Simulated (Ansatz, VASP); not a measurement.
# WC (Qusongite) in two plane-wave programs, part 2 of 2

Wanted: the spread between two codes on one cell, functional and k mesh. The cell is taken from a series of runs on this material, whose earlier steps may have relaxed, scaled, displaced or heated it; both programs get it as it stands.

VASP 6.6.1 and Ansatz 0.2.0.

So far: The starting structure; VASP: zone-centre phonons, PBEsol.

## Step 3: Ansatz: zone-centre phonons, PBEsol

Level of this step: Ansatz beside VASP: Kohn-Sham DFT, plane waves, PBEsol (Ansatz).

Ansatz runs on its PAW soft_1 files.

The same cell, functional, mesh and smearing now go to Ansatz, which takes its cutoff from its data sets.

File input.yaml:

```yaml
crystal:
  lattice:
    - [2.8880522356, 0.0, 0.0]
    - [-1.4440261178, 2.5011266035, 0.0]
    - [0.0, 0.0, 2.8202954749]
  atoms:
    - { symbol: C, position: [0.6666666667, 0.3333333333, 0.5] }
    - { symbol: W, position: [0.0, 0.0, 0.0] }
kpoints:
  mp_grid: { grid: [18, 18, 16] }
hamiltonian:
  xc: pbesol
  pseudopotentials: { kind: paw, azcp: { folder: soft_1 }, xc_functional: pbe }
scf:
  occupations: { method: methfessel_paxton, width: 0.2 }
output:
  eigenvalues: true
phonons:
  method: dfpt
```

Command:

```
$ ansatz run input.yaml --threads 4 --pin off --max-ram 10240MiB --backend cpu --events-out ev --progress --plain --runs-dir out
```

Numbers of over 12 decimals in the logs are rounded to 6 here.

The log of the run:

```text
zone centre: on kpoints.mp_grid the ground state, and the responses unless they are solved on pairs of k-points, stand on 819 of the mesh's 5184 k-points, reduced under 4 symmetry operations, with k and −k counted as one. Each operation leaves every solved displacement unchanged or reverses it
Engine: ansatz 0.2.0, aarch64-unknown-linux-gnu
Pseudopotentials: kind: paw
Pseudopotential: C, paw, valence charge 4, recommended cutoff 420 eV (normal), soft_1/C.paw.azcp
Pseudopotential: W, paw, valence charge 14, recommended cutoff 420 eV (normal), soft_1/W.paw.azcp
Functional definition: PBEsol
  exchange = pbesol_x
  correlation = pbesol_c
Crystal: 2 atoms, lattice volume = 20.372 Å³
Basis set: ecut = 420 eV, 405 PW (Γ), exchange–correlation on 40×40×40 points (8 copies of the dense FFT grid, shifted against one another)
Bands: 13, of which v1, the nominal top of the filled ones, is band 9 counted from 1 (8 counted from 0)
Symmetry: 12 space group operations
k-points: 819 of 5184 (irreducible under 4 space group operations, time reversal used)
Non-local potential: C, projectors of the file, l = 0: 2, l = 1: 2, l = 2: 1
Non-local potential: W, projectors of the file, l = 0: 3, l = 1: 2, l = 2: 2, l = 3: 1
PAW form: soft (Blöchl's): semilocal exchange-correlation on the pseudo side does not see the compensation charge
PAW frozen core: C, regenerated for the run's functional, and the local potential with it (the file was generated under x = pbe(κ = 0.804, μ = 0.219515), c = pbe(β = 0.066725))
PAW frozen core: W, regenerated for the run's functional, and the local potential with it (the file was generated under x = pbe(κ = 0.804, μ = 0.219515), c = pbe(β = 0.066725))
PAW one-centre angular grid: C, 110 points (default); XC on 64 Gauss nodes
PAW one-centre angular grid: W, 590 points (default); XC on 64 Gauss nodes
Initial density: superposition of atomic densities (chi_scale 0.1, normalization cell, long waves kept (reshape's long-wave potential 0.00 eV rms))
Initial wavefunctions: pseudopotential atomic-orbital guess
Functional: x = pbesol(κ = 0.804, μ = 0.123457), c = pbesol(β = 0.046)
SCF iter   1: F=—  HF=-10505.939594 eV  |F-HF|=—  |Δ(HF+E_count)|=         —  Δρ=1.31e-1  dr2=4.65e0  ethr=3.10e-3  ⟨swp⟩=5.0  Hψ=53274  notcnv=0
preconditioner: auto → none  [metal: Δε(μ)=0.061 eV  Ē_g=10.960 eV  σ=0.200 eV  W_gap=0.25  n_scr=8 (ndim 8)  ℏωp=26.0 eV  f_vac=0.000  D(μ)=0.18/eV (n_scr^D=0)  sad-step TF]
SCF iter   2: F=—  HF=-10505.365855 eV  |F-HF|=—  |Δ(HF+E_count)|=   5.74e-1  S|Δr|=    0.00e0  Δρ=9.28e-2  dr2=2.41e0  ethr=3.10e-3  ⟨swp⟩=2.0  Hψ=20389  notcnv=0
SCF iter   3: F=—  HF=-10504.746016 eV  |F-HF|=—  |Δ(HF+E_count)|=   6.20e-1  S|Δr|=    0.00e0  Δρ=9.19e-3  dr2=1.94e-2  ethr=3.10e-3  ⟨swp⟩=2.2  Hψ=18221  notcnv=0
SCF iter   4: F=—  HF=-10504.743690 eV  |F-HF|=—  |Δ(HF+E_count)|=   2.33e-3  S|Δr|=    0.00e0  Δρ=1.01e-3  dr2=8.51e-5  ethr=1.08e-4  ⟨swp⟩=1.1  Hψ=17049  notcnv=0
SCF iter   5: F=—  HF=-10504.743770 eV  |F-HF|=—  |Δ(HF+E_count)|=   7.93e-5  S|Δr|=    0.00e0  Δρ=1.69e-4  dr2=2.96e-6  ethr=4.73e-7  ⟨swp⟩=2.1  Hψ=16862  notcnv=0
SCF iter   6: F=—  HF=-10504.743768 eV  |F-HF|=—  |Δ(HF+E_count)|=   1.22e-6  S|Δr|=    0.00e0  Δρ=2.94e-5  dr2=1.19e-7  ethr=1.65e-8  ⟨swp⟩=2.5  Hψ=16729  notcnv=0
SCF iter   7: F=—  HF=-10504.743769 eV  |F-HF|=—  |Δ(HF+E_count)|=   7.81e-7  S|Δr|=    0.00e0  Δρ=4.72e-6  dr2=2.05e-9  ethr=6.60e-10  ⟨swp⟩=2.0  Hψ=14835  notcnv=0
SCF iter   8: F=—  HF=-10504.743769 eV  |F-HF|=—  |Δ(HF+E_count)|=  5.64e-11  S|Δr|=    0.00e0  Δρ=6.57e-7  dr2=3.43e-11  ethr=1.14e-11  ⟨swp⟩=2.6  Hψ=16248  notcnv=0
SCF iter   9: F=-10504.743769 eV  HF=-10504.743769 eV  |F-HF|=5.46e-12  |Δ(HF+E_count)|=    0.00e0  S|Δr|=    0.00e0  Δρ=4.81e-8  dr2=5.15e-13  ethr=1.00e-12  ⟨swp⟩=5.0  Hψ=40278  notcnv=0
SCF 1 converged in 9 iterations: F = -10504.743769 eV  dr2 = 5.15e-13
  greatest PAW one-centre occupation: 0.999 electrons in one spin orbital (limit 2), on the W atom at site 1 (counted from 0), in its partial waves of l = 0
DFPT response loops at Γ: preconditioner auto → Kerker (q_TF=auto, 2.673 Å⁻¹) (partly filled bands, converged f_vac=0.000); β = 1.00, the filter's whole step (`scf.mixing.beta` (0.50) is not read by the response loops under this deck's `scf.mixing.preconditioner`; to damp them name `kerker` or `kerker_dos`, under which they read `scf.mixing.beta`, and type it under 1.00, their step now; both keys bind the ground state too); Broyden in place of MSR1
SCF converged after 9 iterations
Stability not checked: this state was not tested for a lower state beside it, because cold or Methfessel-Paxton smearing, or corrected tetrahedra, fill the levels in a way that the test cannot read (fill_not_monotonic; see scf.lower_state_search)
Free energy (F): -10504.743769 eV
Harris-Foulkes:  -10504.743769 eV  (|F-HF|=5.46e-12)
Internal energy: -10504.743669 eV  (E = F + TS)
E sigma→0 (E₀):  -10504.743744 eV
Entropy (-TS):   -0.000100 eV (-0.050 meV/atom)
Fermi energy:    20.734830 eV
--- Per-component energies (eV) ---
  E_band       = -55.779124
  E_kinetic    = 510.768615
  E_local      = -590.374411  (includes V_loc(G=0)·N_el)
  E_nonlocal   = -0.062203
  E_hartree    = 243.441087
  E_xc         = -314.320955
  E_vxc        = -291.156096  (∫ρ·V_xc dr)
  E_paw        = -8547.051091  (= ΣΔE_a)
  E_vpaw       = -171.837381  (= ΣTr[D̂ρ^β])
  E_aug_tail   = 0.000163  (compensation charges beyond the density's cutoff)
  E_ewald      = -1807.387833
  E_core_change = 0.242958  (= ΣΔE_core)
  E_smearing   = -0.000100  (= −TS)
  E_closure    = 0.000000  (closes the sum)
  Σ components = -10504.743769   (vs F -10504.743769, Δ=0.00e0)
--- Band table (eV; the first three rows and the last of 819) ---
  k-point 0: bands = [... 5 lower, 16.2944, 17.3210, 17.3210, 20.8439, 24.0444, 24.0444, 26.4753, 26.4753]
  k-point 1: bands = [... 5 lower, 16.2541, 17.3656, 17.3656, 20.8244, 23.6824, 23.6824, 26.7003, 26.7003]
  k-point 2: bands = [... 5 lower, 16.0828, 17.4961, 17.4961, 20.8556, 22.9236, 22.9236, 27.0194, 27.0194]
  k-point 818: bands = [... 5 lower, 14.2303, 14.8943, 18.7441, 19.4477, 25.9165, 26.3122, 26.9327, 30.5149]
--- Phonons (Γ-DFPT): 4 representative perturbations + reference, on 819 of 5184 k-points (Σ response iterations 12) ---
  k mesh reduced under 4 symmetry operations, with k and −k counted as one. Each operation leaves every solved displacement unchanged or reverses it
  ASR residual: 2.818e-5 → 0.000e0 eV/Å²; symmetrization residual: 1.376e-6 eV/Å²
  ASR residual per site (eV/Å²): 1.39e-5 2.82e-5
  Γ frequencies (cm⁻¹): 0.00 0.00 0.00 605.54 626.20 626.20
  non-analytic LO–TO correction: not included (Born effective charges unavailable; polar crystals: no LO–TO splitting at Γ)
```

Reading the cycles: dr2 is the Hartree energy of the density residual (eV), the measure of convergence; HF is the Harris–Foulkes estimate of the energy, which meets the free energy F at convergence.

## Step 4: Differences

Known differences besides the potentials themselves: the data sets hold 18 valence electrons in Ansatz (on its PAW soft_1 files) and 10 in VASP; the cutoff is 420 eV in Ansatz and 600 eV in VASP; Ansatz makes its cores anew for this functional, VASP keeps those of its PBE data sets. Total energies have different zeros and are not compared.

Both answers:

```csv
quantity,Ansatz,VASP,difference
optical mode 1 (cm⁻¹),605.5,613.2,-1.26 %
optical mode 2 to 3 (cm⁻¹),626.2,633.7,-1.19 %
```

Modes are paired by rising frequency, not by their patterns, so a pair may set unlike modes beside each other; they are those without the splitting of longitudinal modes.

## Step 5: What came out

```json
{
  "r.m.s. difference of the optical zone-centre modes, each program's sorted by frequency (zone-centre phonons, PBEsol)": "7.6 cm⁻¹",
  "difference in optical mode 1 (zone-centre phonons, PBEsol)": "-1.3 %"
}
```

**Reading.** The r.m.s. difference of the optical zone-centre modes, each program's sorted by frequency is 7.6 cm⁻¹ (zone-centre phonons, PBEsol). The data sets hold unlike numbers of valence electrons (18 in Ansatz and 10 in VASP), so part of the differences comes from the potentials. Among the rows given in per cent, the largest difference of the zone-centre phonons, PBEsol pair is in optical mode 1, -1.3 %. Such differences can come from data sets, numerical settings and the points named under the comparisons, not from the functional's error against experiment.

[Lines on the potential files, build, host, timing and source positions are cut from VASP's logs without a mark.]

[Logs are printed without paths, hosts, clocks, repeated set-up lines and the standing remarks that a program may print on its own settings, such as how far it seeks lower states.]

[Hosts, paths, dates, database ids (printed as entryN), source tags and the programs' standing remarks are cut or masked in the printed files.]
